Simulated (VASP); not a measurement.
Runs of VASP 6.6.1 on HfGe. Symmetry: P4/mmm, No. 123, tetragonal system. Conventional cell: a = 3.220 Å, b = 3.220 Å, c = 4.108 Å, α = 90.00°, β = 90.00°, γ = 90.00°. Hf (site symmetry 4/mmm) is surrounded by 4 Ge at 2.28 Å. Around Ge (site symmetry 4/mmm) lie 4 Hf at 2.28 Å. The cell was built by a generator and needn't be a form met in nature.

```tsv
task	level	potentials or basis	cell	cutoff (eV)	smearing	gap on the mesh (eV)	pressure (GPa)	relaxed volume (Å³/atom)
relaxation of cell and atoms	PBE	VASP PAW PBE potentials, release 64 (Hf_pv, Ge_d)	relaxed	900	fermi-dirac 0.05 eV	none	0.0	22.36
relaxation of the atoms	RPBE	VASP PAW PBE potentials, release 64 (Hf_pv, Ge_d)	atoms relaxed	520	gaussian 0.05 eV	none	64.2	-
relaxation of cell and atoms	PBE	VASP PAW PBE potentials, release 64 (Hf, Ge)	relaxed	900	fermi-dirac 0.05 eV	none	0.0	22.29
relaxation of cell and atoms	PBE	VASP PAW PBE potentials, release 64 (Hf_pv, Ge_d)	relaxed	600	gaussian 0.05 eV	none	0.0	(a)
relaxation of cell and atoms	PBE	VASP PAW PBE potentials, release 64 (Hf_pv, Ge_h)	relaxed	900	fermi-dirac 0.05 eV	none	0.0	22.36
```

Alike in all rows: no spin polarisation; k mesh 8 × 8 × 7.

Problem. Estimate the missing entries.

Solution. (a) 22.33.

Caveats: a pressure of tens of GPa on the cell as given is suspect, and the run, the potentials or the cell itself is likely at fault (some runs); the PAW data sets were made with another functional, which shifts forces and pressure a little (some runs).

A k mesh can miss the band edges, and the runs leave out spin-orbit coupling on Ge, Hf.

A gap of «none» marks a metal or a gap under the smearing width.

Not every run made on this cell is shown here.
